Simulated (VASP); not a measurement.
Computed with PBE GGA, VASP's PBE PAW potentials (set 64) (plane waves; VASP).

The input files of a VASP run:

File KPOINTS:
```
Automatic mesh
0
Gamma
13 13 13
0 0 0
```

File POSCAR:
```
BRh
1
    0.0000000000     2.2520630000     2.2520630000
    2.2520630000     0.0000000000     2.2520630000
    2.2520630000     2.2520630000     0.0000000000
B Rh
1 1
Direct
  0.0000000000   0.0000000000   0.0000000000
  0.5000000000   0.5000000000   0.5000000000
```

INCAR:
```
! general
SYSTEM  = BRh
PREC    = Accurate
ENCUT   = 520
LREAL   = F
LASPH   = T
NBANDS  = 17

! electronic loop
EDIFF   = 1E-6
NELM    = 100
ALGO    = Normal
LMAXMIX = 4

! smearing
ISMEAR  = 1
SIGMA   = 0.1

! functional
GGA     = PE

! ions
ISIF    = 2

! output
LWAVE   = F
LCHARG  = F
```

POTCAR, in this order: B Rh_pv (PBE.64 set). Program: vasp_std.

Output

### OSZICAR
```
       N       E                     dE             d eps       ncg     rms          rms(c)
DAV:   1     0.138976900626E+03    0.13898E+03   -0.11158E+04  2856   0.115E+03
DAV:   2    -0.123198220433E+02   -0.15130E+03   -0.14510E+03  3326   0.323E+02
DAV:   3    -0.150262462208E+02   -0.27064E+01   -0.26915E+01  3172   0.456E+01
DAV:   4    -0.150411362564E+02   -0.14890E-01   -0.14888E-01  3404   0.345E+00
DAV:   5    -0.150413163555E+02   -0.18010E-03   -0.18010E-03  3207   0.379E-01    0.144E+01
DAV:   6    -0.144150638310E+02    0.62625E+00   -0.36313E+00  2902   0.251E+01    0.563E+00
DAV:   7    -0.139502396722E+02    0.46482E+00   -0.93806E-01  2898   0.113E+01    0.303E+00
DAV:   8    -0.139500707904E+02    0.16888E-03   -0.19577E-02  2974   0.128E+00    0.108E+00
DAV:   9    -0.139488386230E+02    0.12322E-02   -0.27785E-03  3384   0.588E-01    0.373E-02
DAV:  10    -0.139488414561E+02   -0.28331E-05   -0.10293E-04  3641   0.998E-02    0.432E-02
DAV:  11    -0.139488405573E+02    0.89884E-06   -0.63331E-06  3254   0.280E-02
   1 F= -.13948841E+02 E0= -.13948757E+02  d E =-.251496E-03
```

### OUTCAR
```
------------------------ aborting loop because EDIFF is reached ----------------------------------------
  FORCE on cell =-STRESS in cart. coord.  units (eV):
  Direction    XX          YY          ZZ          XY          YZ          ZX
  --------------------------------------------------------------------------------------
  Total       -2.3447641     -2.3447641     -2.3447641     -0.0000000     -0.0000000      0.0000000
  in kB     -164.4516151   -164.4516151   -164.4516151     -0.0000000     -0.0000000      0.0000000
  external PRESSURE =    -164.4516151 kB  Pullay stress =       0.0000000 kB
  volume of cell :       22.84
      direct lattice vectors                 reciprocal lattice vectors
     0.000000000  2.252063000  2.252063000    -0.222018656  0.222018656  0.222018656
     2.252063000  0.000000000  2.252063000     0.222018656 -0.222018656  0.222018656
     2.252063000  2.252063000  0.000000000     0.222018656  0.222018656 -0.222018656
 POSITION                                       TOTAL-FORCE (eV/Angst)
 -----------------------------------------------------------------------------------
      0.00000      0.00000      0.00000         0.000000     -0.000000      0.000000
      2.25206      2.25206      2.25206        -0.000000      0.000000     -0.000000
 -----------------------------------------------------------------------------------
    total drift:                               -0.000000     -0.000000      0.000000
  FREE ENERGIE OF THE ION-ELECTRON SYSTEM (eV)
  ---------------------------------------------------
  free  energy   TOTEN  =       -13.9488405573 eV

  energy  without entropy=      -13.9485890616  energy(sigma->0) =      -13.94875673
```
(Selected blocks of OUTCAR.)

**OUTCAR**
```
 val. band max:        9.3398615959   @ k =  -0.3846   0.4615   0.0769

 cond. band min:       9.3624532429   @ k =  -0.3077   0.4615   0.2308


 Fermi energy:         9.3588173748

 k-point     1 :       0.0000    0.0000    0.0000
  band No.  band energies     occupation
      1     -37.3979      2.00000
      2     -37.3979      2.00000
      3     -37.3979      2.00000
      4      -1.8772      2.00000
      5       6.2108      2.00000
      6       6.2108      2.00000
      7       6.2108      2.00000
      8       6.7894      2.00000
      9       6.7894      2.00000
     10      11.9825      0.00000
     11      11.9825      0.00000
     12      11.9825      0.00000
     13      21.9128      0.00000
     14      22.1227      0.00000
     15      27.8785      0.00000
     16      27.8785      0.00000
     17      27.8785      0.00000

 k-point     2 :       0.0769    0.0000    0.0000
  band No.  band energies     occupation
      1     -37.4056      2.00000
      2     -37.3989      2.00000
      3     -37.3989      2.00000
      4      -1.7435      2.00000
      5       6.0896      2.00000
      6       6.2263      2.00000
      7       6.2263      2.00000
      8       6.6469      2.00000
      9       6.6469      2.00000
     10      11.8470      0.00000
     11      12.2976      0.00000
     12      12.2976      0.00000
     13      21.9315      0.00000
     14      22.2868      0.00000
     15      27.3736      0.00000
     16      27.5748      0.00000
     17      27.5748      0.00000

 k-point     3 :       0.1538    0.0000    0.0000
  band No.  band energies     occupation
      1     -37.4267      2.00000
      2     -37.4017      2.00000
      3     -37.4017      2.00000
      4      -1.3509      2.00000
      5       5.7473      2.00000
      6       5.9573      2.00000
      7       5.9573      2.00000
      8       6.6582      2.00000
      9       6.6582      2.00000
     10      11.4937      0.00000
     11      13.0951      0.00000
...
```

The structure was generated: BRh was put into the rocksalt type (Fm-3m), which need not be its known phase. The cell was not relaxed at this level. The run is one of a series of settings (NBANDS = 17 against the base run), some of them coarse on purpose.
